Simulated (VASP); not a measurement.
# Si2B3 (Cm) in VASP: a series of runs

One crystal, Si2B3, is run at these levels: PBE; tasks: relaxation of cell and atoms.

All numbers are computed with VASP 6.6.1; they aren't measurements. Logs are shortened: lines on timing, memory, paths and dates and some standing lists are left out, and cuts for length are marked.

## 1. The crystal as given

Symmetry: Cm, No. 8, monoclinic system. Conventional cell: a = 5.204 Å, b = 3.024 Å, c = 6.074 Å, α = 90.00°, β = 91.72°, γ = 90.00°. Si (site symmetry m) has 4 B at 2.14 to 2.45 Å and 1 Si at 2.44 Å as nearest neighbours. Around Si (site symmetry m) lie 3 B at 2.07 to 2.10 Å. B (site symmetry m) has 3 B at 1.73 to 1.74 Å as nearest neighbours. B (site symmetry m) is surrounded by 3 B at 1.73 to 1.74 Å. B (site symmetry m) has 6 Si at 2.07 to 2.17 Å as nearest neighbours.

The cell was built by a generator and needn't be a form met in nature.

## 2. Relaxation of cell and atoms, PBE

The input, INCAR:

```
  PREC = Accurate
  ENCUT = 520
  EDIFF = 1E-6
  ISMEAR = 0
  SIGMA = 0.1
  LREAL = F
  LASPH = T
  NELM = 120
  ALGO = Normal
  ISIF = 3
  LWAVE = F
  LCHARG = F
  GGA = PE
  IBRION = 2
  NSW = 90
  EDIFFG = -0.01
  KPAR = 4
```

The input, KPOINTS:

```
regular mesh
0
Gamma
  12 12 6
```

The input, POSCAR:

```
Si2B3
1.0
    2.6022490300     -1.5120000000      0.0000000000
    2.6022490300      1.5120000000      0.0000000000
   -0.1820056400      0.0000000000      6.0710630800
Si B
2 3
Direct
    0.0089003200      0.0089003200      0.6767068700
    0.9944100700      0.9944100700      0.2745920500
    0.3309140800      0.3309140800      0.9803763900
    0.6638774500      0.6638774500      0.9777373900
    0.6711454000      0.6711454000      0.4657208100
```

Potentials or basis: VASP PAW PBE potentials, release 64 (Si, B).

Launch:

```bash
cat potpaw_PBE.64/Si/POTCAR potpaw_PBE.64/B/POTCAR > POTCAR
mpirun -np 4 vasp_std > vasp.out
```

OUTCAR:

```text
PREC = Accurate
   ENCUT = 520
   EDIFF = 1E-6
   ISMEAR = 0
   LREAL = F
   LASPH = T
   NELM = 120
   ISIF = 3
   GGA = PE
   IBRION = 2
   NSW = 90
   EDIFFG = -0.01

 ion  position               nearest neighbor table
   1  0.009  0.009  0.677-   5 2.14   5 2.17   5 2.17   2 2.44   3 2.45   4 2.49   4 2.49   3 2.58
                             3 2.58   4 2.60
   2  0.994  0.994  0.275-   5 2.07   5 2.10   5 2.10   1 2.44   4 2.45   3 2.47   3 2.47   4 2.53
                             4 2.53   3 2.54
   3  0.331  0.331  0.980-   4 1.73   4 1.74   4 1.74   1 2.45   2 2.47   2 2.47   2 2.54   1 2.58
                             1 2.58
   4  0.664  0.664  0.978-   3 1.73   3 1.74   3 1.74   2 2.45   1 2.49   1 2.49   2 2.53   2 2.53
                             1 2.60
   5  0.671  0.671  0.466-   2 2.07   2 2.10   2 2.10   1 2.14   1 2.17   1 2.17

  LATTYP: Found a base centered monoclinic cell.
 ALAT       =     5.2044980600
 B/A-ratio  =     0.5810358588
 C/A-ratio  =     1.1670271733
 COS(beta)  =    -0.0299657414

  Lattice vectors:

 A1 = (   2.6022490300,  -1.5120000000,   0.0000000000)
 A2 = (   2.6022490300,   1.5120000000,   0.0000000000)
 A3 = (  -0.1820056400,   0.0000000000,   6.0710630800)

Analysis of symmetry for initial positions (statically):
=====================================================================
 Subroutine PRICEL returns:
 Original cell was already a primitive cell.

 Routine SETGRP: Setting up the symmetry group for a
 base centered monoclinic supercell.

 Subroutine GETGRP returns: Found  2 space group operations
 (whereof  2 operations were pure point group operations)
 out of a pool of  4 trial point group operations.

The static configuration has the point symmetry C_1h.

Analysis of symmetry for dynamics (positions and initial velocities):
=====================================================================
 Subroutine PRICEL returns:
 Original cell was already a primitive cell.

 Routine SETGRP: Setting up the symmetry group for a
 base centered monoclinic supercell.

 Subroutine GETGRP returns: Found  2 space group operations
 (whereof  2 operations were pure point group operations)
 out of a pool of  4 trial point group operations.

The dynamic configuration has the point symmetry C_1h.

 Subroutine INISYM returns: Found  2 space group operations
 (whereof  2 operations are pure point group operations),
 and found     1 'primitive' translations

----------------------------------------------------------------------------------------

                                     Primitive cell

  volume of cell :      47.7744

  direct lattice vectors                    reciprocal lattice vectors
     2.602249030 -1.512000000  0.000000000     0.192141488 -0.330687831  0.005760249
     2.602249030  1.512000000  0.000000000     0.192141488  0.330687831  0.005760249
    -0.182005640  0.000000000  6.071063080     0.000000000  0.000000000  0.164715798

  length of vectors
     3.009625228  3.009625228  6.073790659     0.382499638  0.382499638  0.164715798

  position of ions in fractional coordinates (direct lattice)
     0.008900320  0.008900320  0.676706870
     0.994410070  0.994410070  0.274592050
     0.330914080  0.330914080  0.980376390
     0.663877450  0.663877450  0.977737390
     0.671145400  0.671145400  0.465720810

  ion indices of the primitive-cell ions
   primitive index   ion index
                 1           1
                 2           2
                 3           3
                 4           4
                 5           5

----------------------------------------------------------------------------------------

 KPOINTS: regular mesh

Automatic generation of k-mesh.
 Grid dimensions read from file:
 generate k-points for:   12   12    6

 Generating k-lattice:

  Cartesian coordinates                     Fractional coordinates (reciprocal lattice)
[... 22 lines left out ...]
  0.416667  0.000000  0.000000      4.000000
[... 16 lines left out ...]
  0.500000  0.166667  0.000000      4.000000
 -0.416667  0.166667  0.000000      4.000000
 [... further k-points ...]
   k-points           NKPTS =    242   k-points in BZ     NKDIM =    242   number of bands    NBANDS=     12
   number of dos      NEDOS =    301   number of ions     NIONS =      5
   total plane-waves  NPLWV =  27648
   dimension x,y,z NGX =    24 NGY =   24 NGZ =   48
   dimension x,y,z NGXF=    48 NGYF=   48 NGZF=   96
   ions per type =               2   3
   NGX,Y,Z   is equivalent  to a cutoff of  13.26, 13.26, 13.14 a.u.
   NGXF,Y,Z  is equivalent  to a cutoff of  26.51, 26.51, 26.28 a.u.
 SYSTEM =  unknown system
   PREC   = accura    normal or accurate (medium, high low for compatibility)
   ISTART =      0    job   : 0-new  1-cont  2-samecut
   ICHARG =      2    charge: 1-file 2-atom 10-const
   ISPIN  =      1    spin polarized calculation?
   LNONCOLLINEAR =      F non collinear calculations
   LSORBIT =      F    spin-orbit coupling
   LASPH  =      T    aspherical Exc in radial PAW
   ENCUT  =  520.0 eV  38.22 Ry    6.18 a.u.   5.60  5.60 11.29*2*pi/ulx,y,z
   NELM   =    120;   NELMIN=  2; NELMDL= -5     # of ELM steps
   EDIFF  = 0.1E-05   stopping-criterion for ELM
   LREAL  =      F    real-space projection
   EDIFFG = -.1E-01   stopping-criterion for IOM
   NSW    =     90    number of steps for IOM
   IBRION =      2    ionic relax: 0-MD 1-quasi-New 2-CG
   NFREE  =      1    steps in history (QN), initial steepest desc. (CG)
   ISIF   =      3    stress and relaxation
   ISYM   =      2    0-nonsym 1-usesym 2-fastsym
   POTIM  = 0.5000    time-step for ionic-motion
   TEBEG  =    0.0;   TEEND  =   0.0 temperature during run
   PSTRESS=    0.0 pullay stress
   NELECT =      17.0000    total number of electrons
   NUPDOWN=      -1.0000    fix difference up-down
   EMIN   =  10.00;   EMAX   =-10.00  energy-range for DOS
   EFERMI =   0.00;   METHOD = LEGACY
   ISMEAR =     0;   SIGMA  =   0.10  broadening in eV -4-tet -1-fermi 0-gaus
   EFERMI_NEDOS =   21; number of points for ismear=-14 and -15
   IALGO  =     38    algorithm
   IMIX   =      4    mixing-type and parameters
     AMIX     =   0.40;   BMIX     =  1.00
     AMIX_MAG =   1.60;   BMIX_MAG =  1.00
  volume/ion in A,a.u.               =       9.55        64.48
  Fermi-wavevector in a.u.,A,eV,Ry     =   1.160093  2.192257 18.310924  1.345815
  Thomas-Fermi vector in A             =   2.296679
   LORBIT       =      0    0 simple, 1 ext, 2 COOP (PROOUT), +10 PAW based schemes
   GGA     = PE    functional components
   LHFCALC =     F    Hartree Fock is set to
   AEXX    =    0.0000 exact exchange contribution
   IVDW    =     0    specifies the selected vdW correction
   LEPSILON=     F    determine dielectric tensor
   LRPA    =     F    only Hartree local field effects (RPA)
 conjugate gradient relaxation of ions
 non-spin polarized calculation
 Gauss-broadening in eV      SIGMA  =   0.10
  energy-cutoff  :      520.00
  volume of cell :       47.77
 maximum number of plane-waves:      1308
   NGX = 11   NGY = 11   NGZ = 23

--------------------------------------- Ionic step        1  -------------------------------------------

 number of electron      17.0000000 magnetization

 Free energy of the ion-electron system (eV)
  ---------------------------------------------------
  ext. energy  EPLUGINS =         0.00000000
  ---------------------------------------------------
  free energy    TOTEN  =       -28.30442410 eV

  energy without entropy =      -28.29959721  energy(sigma->0) =      -28.30201066

------------------------ aborting loop because EDIFF is reached ----------------------------------------

  FORCE on cell =-STRESS in cart. coord.  units (eV):
  Direction    XX          YY          ZZ          XY          YZ          ZX
  --------------------------------------------------------------------------------------
  -------------------------------------------------------------------------------------
  Total        0.7418593     -0.1405573     -1.1512908      0.0000000      0.0000000     -0.5808688
  in kB       24.8792184     -4.7137720    -38.6100376      0.0000000      0.0000000    -19.4801923
  external PRESSURE =      -6.1481971 kB  Pullay stress =       0.0000000 kB
[... 98 lines left out ...]
  FREE ENERGIE OF THE ION-ELECTRON SYSTEM (eV)
  ---------------------------------------------------
  free  energy   TOTEN  =       -28.3395131234 eV

  energy  without entropy=      -28.3342073954  energy(sigma->0) =      -28.33686026

[... ionic steps 4 to 48 ...]

--------------------------------------- Ionic step       49  -------------------------------------------

 number of electron      17.0000000 magnetization

------------------------ aborting loop because EDIFF is reached ----------------------------------------
[... 73 lines left out ...]
--------------------------------------- Ionic step       51  -------------------------------------------

 number of electron      17.0000000 magnetization

 Free energy of the ion-electron system (eV)
  ---------------------------------------------------
  ext. energy  EPLUGINS =         0.00000000
  ---------------------------------------------------
  free energy    TOTEN  =       -28.98346273 eV

  energy without entropy =      -28.97831973  energy(sigma->0) =      -28.98089123

 E-fermi :   8.6130     XC(G=0): -11.5152

 val. band max:        8.6122456745   @ k =   0.0833   0.0000   0.1667
 cond. band min:       8.6147569780   @ k =   0.3333   0.0833   0.5000
 fundamental gap:      0.0025113035
 Fermi energy:         8.6130104633

 k-point     1 :       0.0000    0.0000    0.0000
  band No.  band energies     occupation
      1      -6.4466      2.00000
      2      -3.1335      2.00000
      3      -2.4246      2.00000
      4       5.9992      2.00000
      5       8.0988      2.00000
      6       8.2924      1.99999
      7       8.9558      0.00000
      8       9.6256      0.00000
      9       9.6319      0.00000
     10      13.6746      0.00000
     11      13.7104      0.00000
     12      14.3510      0.00000
[... 331 lines left out ...]
 k-point    24 :      -0.4167    0.1667    0.0000
  band No.  band energies     occupation
      1      -1.8780      2.00000
      2      -1.1413      2.00000
      3       0.1273      2.00000
      4       1.1715      2.00000
      5       2.9635      2.00000
      6       3.8263      2.00000
      7       4.2927      2.00000
      8       5.3709      2.00000
      9       7.7873      2.00000
     10      10.2632      0.00000
     11      11.0388      0.00000
     12      13.0950      0.00000

 [... further k-points ...]

------------------------ aborting loop because EDIFF is reached ----------------------------------------

  FORCE on cell =-STRESS in cart. coord.  units (eV):
  Direction    XX          YY          ZZ          XY          YZ          ZX
  --------------------------------------------------------------------------------------
  -------------------------------------------------------------------------------------
  Total       -0.0023729      0.0123359     -0.0028319      0.0000000      0.0000000     -0.0025278
  in kB       -0.0775901      0.4033551     -0.0925966      0.0000000      0.0000000     -0.0826550
  external PRESSURE =       0.0777228 kB  Pullay stress =       0.0000000 kB
[... 20 lines left out ...]
  FREE ENERGIE OF THE ION-ELECTRON SYSTEM (eV)
  ---------------------------------------------------
  free  energy   TOTEN  =       -28.9834627287 eV

  energy  without entropy=      -28.9783197331  energy(sigma->0) =      -28.98089123

 reached required accuracy - stopping structural energy minimisation
```

Wall time 11 min (4 MPI ranks of Intel Xeon Platinum 8488C (Sapphire Rapids), shared host); peak memory 0.27 GiB.

Results:

```yaml
Free_energy: -28.9835 eV
Relaxed_volume: 9.80 Å³/atom
Relaxed_cell: a = 3.077 Å, b = 3.077 Å, c = 6.489 Å, α = 108.97°, β = 108.97°, γ = 59.33°
Space_group_after_relaxing_to_0.05_Å: Cm (No. 8)
Energy_gained_by_relaxing: 135.8 meV/atom
Ionic_steps: 51
Pressure_after_relaxing: 0.0 GPa
Largest_force_after_relaxing: 0.007 eV/Å
Band_gap_on_the_k_mesh: none (metal or under the smearing width)
```

Forces in eV/Å, atoms in the order of the input:
```
Si  -0.003  0.000 -0.006
Si  -0.001  0.000 -0.001
B    0.006  0.000 -0.001
B    0.005  0.000  0.005
B   -0.006  0.000  0.003
```

The path:
```csv
step,energy change (eV),largest force (eV/Å),pressure (GPa),volume (Å³)
1,0.0000,0.6347,-0.61,47.77
3,-0.0351,0.2222,-0.59,47.45
5,-0.0533,0.2724,1.92,46.82
7,-0.0887,0.4610,1.54,47.06
9,-0.1438,1.6548,5.72,47.65
11,-0.1721,1.3642,4.13,47.59
13,-0.1923,1.4032,3.83,47.93
15,-0.2176,1.4553,3.18,48.62
17,-0.3511,0.7993,-2.21,50.41
19,-0.3703,0.7921,-4.32,51.27
21,-0.4603,0.4701,-0.97,50.46
23,-0.4835,0.3889,0.44,50.21
25,-0.5125,0.2785,0.11,50.42
27,-0.5342,0.3404,-0.67,50.69
29,-0.5716,0.5403,0.21,50.46
31,-0.5604,0.9265,0.69,50.33
33,-0.6181,0.5069,-0.46,50.41
35,-0.6399,0.4024,-1.87,50.42
37,-0.6705,0.1435,1.12,49.03
39,-0.6746,0.0773,0.04,49.27
41,-0.6774,0.0490,-0.36,49.24
43,-0.6785,0.0409,0.03,49.03
45,-0.6787,0.0394,0.03,49.01
47,-0.6789,0.0233,-0.04,49.02
49,-0.6790,0.0151,0.01,49.00
51,-0.6790,0.0069,0.01,49.00
```

Final structure:
```
Si B
1.0
     2.62902   -1.52284   -0.48599
     2.62902    1.52284   -0.48599
    -1.29332    0.00000    6.35856
Si B
2 3
Direct
  0.10841 0.10841 0.66811
  0.92761 0.92761 0.27879
  0.31282 0.31282 0.99280
  0.62429 0.62429 0.96085
  0.69611 0.69611 0.47458
```

## 3. Relaxation of cell and atoms, PBE

This run uses another cell than the first one, of 9.80 Å³/atom, 1.026 times its volume.

The input, INCAR:

```
  PREC = Accurate
  ENCUT = 520
  EDIFF = 1E-7
  ISMEAR = 0
  SIGMA = 0.1
  LREAL = F
  LASPH = T
  NELM = 120
  ALGO = Normal
  ISIF = 3
  LWAVE = F
  LCHARG = F
  GGA = PE
  IBRION = 2
  NSW = 60
  EDIFFG = -0.005
  POTIM = 0.3
  KPAR = 4
```

KPOINTS is that of step 2.

The input, POSCAR:

```
Si2B3                                   
1.0
    2.6290182715     -1.5228415262     -0.4859914472
    2.6290182715      1.5228415262     -0.4859914472
   -1.2933219315      0.0000000000      6.3585555622
  Si              B             
     2     3
Direct
     0.1084060243861461    0.1084060243861461    0.6681116660465665
     0.9276124910215834    0.9276124910215834    0.2787928091342001
     0.3128220499039678    0.3128220499039678    0.9927958132387357
     0.6242918602750134    0.6242918602750134    0.9608493503421457
     0.6961148944132929    0.6961148944132929    0.4745838712383570
```

Potentials or basis: VASP PAW PBE potentials, release 64 (Si, B).

Launch:

```bash
cat potpaw_PBE.64/Si/POTCAR potpaw_PBE.64/B/POTCAR > POTCAR
mpirun -np 4 vasp_std > vasp.out
```

OUTCAR:

```text
PREC = Accurate
   ENCUT = 520
   EDIFF = 1E-7
   ISMEAR = 0
   LREAL = F
   LASPH = T
   NELM = 120
   ISIF = 3
   GGA = PE
   IBRION = 2
   NSW = 60
   EDIFFG = -0.005
   POTIM = 0.3

 ion  position               nearest neighbor table
   1  0.108  0.108  0.668-   3 1.98   5 2.09   5 2.13   5 2.13   2 2.34   4 2.41   4 2.41
   2  0.928  0.928  0.279-   5 2.08   4 2.09   5 2.15   5 2.15   3 2.30   3 2.30   1 2.34
   3  0.313  0.313  0.993-   4 1.75   4 1.79   4 1.79   1 1.98   2 2.30   2 2.30
   4  0.624  0.624  0.961-   3 1.75   3 1.79   3 1.79   2 2.09   1 2.41   1 2.41
   5  0.696  0.696  0.475-   2 2.08   1 2.09   1 2.13   1 2.13   2 2.15   2 2.15

  LATTYP: Found a base centered monoclinic cell.
 ALAT       =     5.3471206303
 B/A-ratio  =     0.5695931068
 C/A-ratio  =     1.2135040633
 COS(beta)  =    -0.3741263470

  Lattice vectors:
[... 404 lines left out ...]
      3      -2.4268      2.00000
      4       5.9907      2.00000
      5       8.0952      2.00000
      6       8.2905      1.99999
      7       8.9504      0.00000
      8       9.6093      0.00000
      9       9.6237      0.00000
     10      13.6664      0.00000
     11      13.7119      0.00000
     12      14.3374      0.00000
[... 331 lines left out ...]
 k-point    24 :      -0.4167    0.1667   -0.0000
  band No.  band energies     occupation
      1      -1.8841      2.00000
      2      -1.1425      2.00000
      3       0.1212      2.00000
      4       1.1642      2.00000
      5       2.9601      2.00000
      6       3.8220      2.00000
      7       4.2930      2.00000
      8       5.3685      2.00000
      9       7.7744      2.00000
     10      10.2572      0.00000
     11      11.0272      0.00000
     12      13.0862      0.00000

 [... further k-points ...]

------------------------ aborting loop because EDIFF is reached ----------------------------------------

  FORCE on cell =-STRESS in cart. coord.  units (eV):
  Direction    XX          YY          ZZ          XY          YZ          ZX
  --------------------------------------------------------------------------------------
  -------------------------------------------------------------------------------------
  Total        0.0050162      0.0001418     -0.0027039      0.0000000      0.0000000      0.0026681
  in kB        0.1639365      0.0046359     -0.0883677      0.0000000      0.0000000      0.0871995
  external PRESSURE =       0.0267349 kB  Pullay stress =       0.0000000 kB
[... 20 lines left out ...]
  FREE ENERGIE OF THE ION-ELECTRON SYSTEM (eV)
  ---------------------------------------------------
  free  energy   TOTEN  =       -28.9847641512 eV

  energy  without entropy=      -28.9796159318  energy(sigma->0) =      -28.98219004

 reached required accuracy - stopping structural energy minimisation
```

Wall time 72 s (4 MPI ranks of Intel Xeon Platinum 8488C (Sapphire Rapids), shared host); peak memory 0.26 GiB.

Results:

* Free energy: -28.9848 eV
* Relaxed volume: 9.80 Å³/atom
* Relaxed cell: a = 3.077 Å, b = 3.077 Å, c = 6.492 Å, α = 109.00°, β = 109.00°, γ = 59.35°
* Space group after relaxing (to 0.05 Å): Cm (No. 8)
* Energy gained by relaxing: 0.0 meV/atom
* Ionic steps: 6
* Pressure after relaxing: 0.0 GPa
* Largest force after relaxing: 0.004 eV/Å
* Band gap on the k mesh: none (metal or under the smearing width)

Forces on the atoms (eV/Å):
```
Si  -0.002  0.000  0.001
Si  -0.003  0.000  0.000
B    0.004  0.000  0.001
B    0.001  0.000 -0.002
B   -0.001  0.000  0.001
```

Final structure:
```
Si B
1.0
     2.62872   -1.52325   -0.48707
     2.62872    1.52325   -0.48707
    -1.29523    0.00000    6.36153
Si B
2 3
Direct
  0.10827 0.10827 0.66801
  0.92747 0.92747 0.27887
  0.31307 0.31307 0.99263
  0.62467 0.62467 0.96104
  0.69578 0.69578 0.47458
```
